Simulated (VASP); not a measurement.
# Relaxed cell of Cu (Copper): a test of cutoff and mesh, part 2 of 2

Aim: test the relaxed volume of Cu (Copper) against cutoff and mesh. The starting structure is a measured crystal structure from the Crystallography Open Database. The first relaxation on each setting starts from this cell expanded by 3 % in volume.

VASP 6.6.1.

Results so far: reference 11.32 Å³ an atom; a cutoff of 300 eV 11.19 Å³ an atom; a 12×12×12 mesh 11.31 Å³ an atom.

## 5. Relaxation with a cutoff of 600 eV

Level of this step: PBEsol; plane waves and PAW (Cu) (VASP).

Against step 2 the input has ENCUT = 600. This run starts from the cell of an earlier relaxation, which isn't shown; the restart sets up the plane waves anew.

INCAR

```
SYSTEM = Cu
PREC = Accurate
ENCUT = 600
EDIFF = 1E-06
NELM = 100
ISMEAR = 1
SIGMA = 0.15
LREAL = .FALSE.
ALGO = Normal
GGA = PS
NBANDS = 11
LASPH = .TRUE.
LORBIT = 11
LWAVE = .FALSE.
LCHARG = .FALSE.
KPAR = 8
IBRION = 2
NSW = 50
ISIF = 3
EDIFFG = -0.006
```

POSCAR

```
Cu
1.0
    0.0000000000      1.7844260191      1.7844260191
    1.7844260191      0.0000000000      1.7844260191
    1.7844260191      1.7844260191      0.0000000000
Cu
1
Direct
    0.0000000000      0.0000000000      0.0000000000
```

KPOINTS

```
Automatic mesh
0
Gamma
22 22 22
0 0 0
```

The projector-augmented-wave data sets are Cu (PBE family, release 64).

Run with:

```sh
> mpirun -np 8 vasp_std
```

What it wrote:

```text
[... set-up lines as in an earlier step ...]
 entering main loop
       N       E                     dE             d eps       ncg     rms          rms(c)
DAV:   1     0.433543336158E+02    0.43354E+02   -0.60455E+03  7848   0.189E+03
DAV:   2    -0.417647621928E+01   -0.47531E+02   -0.44294E+02  7347   0.217E+02
DAV:   3    -0.539866388438E+01   -0.12222E+01   -0.12090E+01  8326   0.419E+01
DAV:   4    -0.540621657526E+01   -0.75527E-02   -0.75516E-02  8089   0.293E+00
[...]
DAV:   9    -0.430984404868E+01    0.18749E-02   -0.10590E-02  8474   0.191E+00    0.223E-02
DAV:  10    -0.430985170224E+01   -0.76536E-05   -0.31078E-05 10114   0.946E-02    0.700E-03
DAV:  11    -0.430985265359E+01   -0.95134E-06   -0.69034E-07  5131   0.177E-02
   1 F= -.43098527E+01 E0= -.43099385E+01  d E =-.430985E+01
[...]
reached required accuracy - stopping structural energy minimisation
```

Wall time 18 s (8 MPI ranks of AMD EPYC 7R43, shared host); peak memory 0.99 GiB; 1.9 min of CPU time.

From OUTCAR (step 5):

```text
  Total        0.0049225      0.0049225      0.0049225      0.0000000     -0.0000000      0.0000000
  in kB        0.6940245      0.6940245      0.6940245      0.0000000     -0.0000000      0.0000000
  external PRESSURE =       0.6940245 kB  Pullay stress =       0.0000000 kB

 POSITION                                       TOTAL-FORCE (eV/Angst)
 -----------------------------------------------------------------------------------
      0.00000      0.00000      0.00000         0.000000      0.000000     -0.000000
 -----------------------------------------------------------------------------------
    total drift:                               -0.000000     -0.000000     -0.000000

  FREE ENERGIE OF THE ION-ELECTRON SYSTEM (eV)
  ---------------------------------------------------
  free  energy   TOTEN  =        -4.3098526536 eV

  energy  without entropy=       -4.3101100575  energy(sigma->0) =       -4.30993845

[... 2 parts as in an earlier step ...]

[... 2 further parts left out ...]
[key lines of the parts left out:]
E-fermi :   7.8720
```

With a cutoff of 600 eV the cell ends at 11.364 Å³ an atom, +0.42 % from the reference; the bulk modulus is 165.5 GPa against 169.2 GPa.

## 6. Relaxation with a 30×30×30 mesh

Against step 2 the input has a 30×30×30 mesh. This run starts from the cell of an earlier relaxation, which isn't shown; the restart sets up the plane waves anew.

Edit INCAR of step 5 so:

```diff
@@ -2,3 +2,3 @@
 PREC = Accurate
-ENCUT = 600
+ENCUT = 450
 EDIFF = 1E-06
```

POSCAR

```
Cu
1.0
    0.0000000000      1.7826674429      1.7826674429
    1.7826674429      0.0000000000      1.7826674429
    1.7826674429      1.7826674429      0.0000000000
Cu
1
Direct
    0.0000000000      0.0000000000      0.0000000000
```

KPOINTS

```
Automatic mesh
0
Gamma
30 30 30
0 0 0
```

Run with:

```sh
> mpirun -np 8 vasp_std
```

What it wrote:

```text
[... set-up lines as in an earlier step ...]
 entering main loop
       N       E                     dE             d eps       ncg     rms          rms(c)
DAV:   1     0.372230775310E+02    0.37223E+02   -0.50635E+03 18109   0.152E+03
DAV:   2    -0.447776463431E+01   -0.41701E+02   -0.38648E+02 16868   0.192E+02
DAV:   3    -0.540111631277E+01   -0.92335E+00   -0.91924E+00 18815   0.359E+01
DAV:   4    -0.540678313933E+01   -0.56668E-02   -0.56658E-02 18361   0.242E+00
[...]
DAV:  10    -0.430804246999E+01   -0.81746E-05   -0.31254E-05 22686   0.917E-02    0.603E-03
DAV:  11    -0.430804353721E+01   -0.10672E-05   -0.51737E-07 11781   0.137E-02    0.288E-04
DAV:  12    -0.430804355085E+01   -0.13646E-07   -0.54708E-08  9022   0.262E-03
   1 F= -.43080436E+01 E0= -.43081451E+01  d E =-.430804E+01
[...]
N       E                     dE             d eps       ncg     rms          rms(c)
DAV:   1    -0.430957592768E+01   -0.15324E-02   -0.25955E-02 19433   0.361E+00    0.322E-01
DAV:   2    -0.430855096243E+01    0.10250E-02   -0.20589E-02 19076   0.281E+00    0.125E-01
DAV:   3    -0.430809390694E+01    0.45706E-03   -0.31222E-03 19066   0.113E+00    0.450E-02
DAV:   4    -0.430805295623E+01    0.40951E-04   -0.48481E-05 20067   0.717E-02    0.143E-03
DAV:   5    -0.430805285640E+01    0.99829E-07   -0.27988E-07 11661   0.586E-03
   2 F= -.43080529E+01 E0= -.43081528E+01  d E =-.930555E-05
 trial-energy change:   -0.000009  1 .order   -0.000008   -0.000045    0.000029
 step:   0.6029(harm=  0.6029)  dis= 0.00000  next Energy=    -4.308057 (dE=-0.135E-04)
[...]
N       E                     dE             d eps       ncg     rms          rms(c)
DAV:   1    -0.430829819350E+01   -0.24524E-03   -0.40519E-03 19400   0.143E+00    0.127E-01
DAV:   2    -0.430813524844E+01    0.16295E-03   -0.32002E-03 19064   0.111E+00    0.492E-02
DAV:   3    -0.430806472925E+01    0.70519E-04   -0.48596E-04 19028   0.445E-01    0.179E-02
DAV:   4    -0.430805826406E+01    0.64652E-05   -0.80906E-06 18934   0.299E-02    0.709E-04
DAV:   5    -0.430805833178E+01   -0.67722E-07   -0.52139E-08  8776   0.244E-03
   3 F= -.43080583E+01 E0= -.43081589E+01  d E =-.147809E-04
[...]
reached required accuracy - stopping structural energy minimisation
```

Elapsed: 53 s, on 8 MPI ranks; peak memory 1.2 GiB.

From OUTCAR (step 6):

```text
  Total        0.0016762      0.0016762      0.0016762      0.0000000      0.0000000      0.0000000
  in kB        0.2373898      0.2373898      0.2373898      0.0000000      0.0000000      0.0000000
  external PRESSURE =       0.2373898 kB  Pullay stress =       0.0000000 kB

 POSITION                                       TOTAL-FORCE (eV/Angst)
 -----------------------------------------------------------------------------------
      0.00000      0.00000      0.00000         0.000000      0.000000      0.000000
 -----------------------------------------------------------------------------------
    total drift:                                0.000000     -0.000000      0.000000

  FREE ENERGIE OF THE ION-ELECTRON SYSTEM (eV)
  ---------------------------------------------------
  free  energy   TOTEN  =        -4.3080583318 eV

  energy  without entropy=       -4.3083599570  energy(sigma->0) =       -4.30815887

[... 1 part as in an earlier step ...]

[... 3 further parts left out ...]
[key lines of the parts left out:]
E-fermi :   7.9600
```

With a 30×30×30 mesh the cell ends at 11.313 Å³ an atom, -0.03 % from the reference; the bulk modulus is 169.0 GPa against 169.2 GPa.

## 7. The runs compared

| run | volume (Å³/atom) | change (%) | bulk modulus (GPa) | pressure left (GPa) | core minutes |
| --- | --- | --- | --- | --- | --- |
| reference | 11.316 | - | 169.2 | 0.03 | 6.93 |
| a cutoff of 300 eV | 11.186 | -1.14 | 173.5 | 0.01 | 7.21 |
| a 12×12×12 mesh | 11.306 | -0.09 | 168.2 | 0.04 | 3.31 |
| a cutoff of 600 eV | 11.364 | 0.42 | 165.5 | 0.07 | 10.3 |
| a 30×30×30 mesh | 11.313 | -0.03 | 169.0 | 0.02 | 15.9 |

Core minutes are wall time times ranks, summed over the relaxations behind a row (those for a bulk modulus apart), on shared hosts.

## 8. What came out

| Property | Result |
| --- | --- |
| volume of the reference | 11.32 Å³/atom |
| volume against the reference, a cutoff of 300 eV | -1.14 % |
| volume against the reference, a 12×12×12 mesh | -0.09 % |
| volume against the reference, a cutoff of 600 eV | +0.42 % |
| volume against the reference, a 30×30×30 mesh | -0.03 % |

**Reading.** The volume moves most with a cutoff of 300 eV: -1.14 % against the reference (450 eV, 22×22×22 mesh). On finer settings it changes by +0.42 % with a cutoff of 600 eV and -0.03 % with a 30×30×30 mesh. The relaxations stop with up to 0.07 GPa left, which at the bulk modulus found here is 0.04 % of the volume. That understates it: a restart alone still moved the volume by up to 1.1 %. A cell that shrinks at the lower cutoff is the usual mark of Pulay stress, the error that a plane-wave basis makes when it is kept while the volume changes. The bulk modulus is more sensitive: it changes by +2.5 % with a cutoff of 300 eV. Further runs on this material are not shown.

[Lines on the potential files, build, host, timing and source positions are cut from VASP's logs without a mark.]

[Logs are printed without paths, hosts, clocks, repeated set-up lines and the standing remarks that a program may print on its own settings, such as how far it seeks lower states.]

[Hosts, paths, dates, database ids (printed as entryN), source tags and the programs' standing remarks are cut or masked in the printed files.]
